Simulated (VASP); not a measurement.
Consider the following.

```
MgI2
1.0
    2.06401    -3.57496     0.00000
    2.06401     3.57496     0.00000
    0.00000     0.00000     6.99994
Mg I
1 2
Cartesian
  0.00000   0.00000   6.99994
  2.06401   1.19166   1.66783
  2.06401  -1.19166   5.33210
```

The numbers are results of PBEsol GGA, VASP's PBE PAW potentials (set 64) (plane waves; VASP), not measurements. Run with 480 eV cut-off, 6×6×4 Γ-centred mesh, Gaussian smearing of 0.050 eV, potentials Mg I.

Energy and stress use the plane-wave basis of the starting cell. Without a dispersion term in the relaxation, distances and binding between the weakly bound layers, chains or molecules are unreliable, and so is what depends on them.

**Question.** The ions, cell shape and volume at an external pressure of 5.0 GPa are relaxed. Which structure does the run end with?

**Answer.** 
```
MgI2
1.0
    1.97513    -3.42103     0.00000
    1.97513     3.42103     0.00000
    0.00000     0.00000     6.31165
Mg I
1 2
Direct
  0.00000   0.00000   0.00000
  0.33333   0.66667   0.26422
  0.66667   0.33333   0.73578
```
Space group P-3m1 (164), at a tolerance of 0.03 Å.

**Question.** How do energy and volume change from the first to the last step?

**Answer.** The energy (σ→0) changes by +69.1 meV/atom and the volume by -17.4 %, in 15 ionic steps.

```tsv
step	E(σ→0) (eV)	max force (eV/Å)	pressure (GPa)	volume (Å³)
1	-8.4221	0.001	0.04	103.30
2	-8.1387	0.991	6.88	88.17
3	-8.2517	0.743	5.02	91.23
4	-8.2531	0.613	5.04	89.77
5	-8.2005	0.174	5.46	85.48
6	-8.1631	0.010	5.72	84.17
7	-8.2337	0.182	4.20	86.10
8	-8.2204	0.137	4.54	85.64
9	-8.1927	0.004	5.34	84.62
10	-8.2010	0.037	5.14	84.87
11	-8.2135	0.028	4.94	85.26
12	-8.2130	0.028	4.95	85.24
13	-8.2118	0.001	5.03	85.20
14	-8.2118	0.001	5.03	85.20
15	-8.2148	0.001	4.99	85.30
```

The compound is MgI2 in the 1T layered structure. This run relaxes it under an external pressure of 5 GPa. Symmetry was kept, so distortions that lower it aren't found.
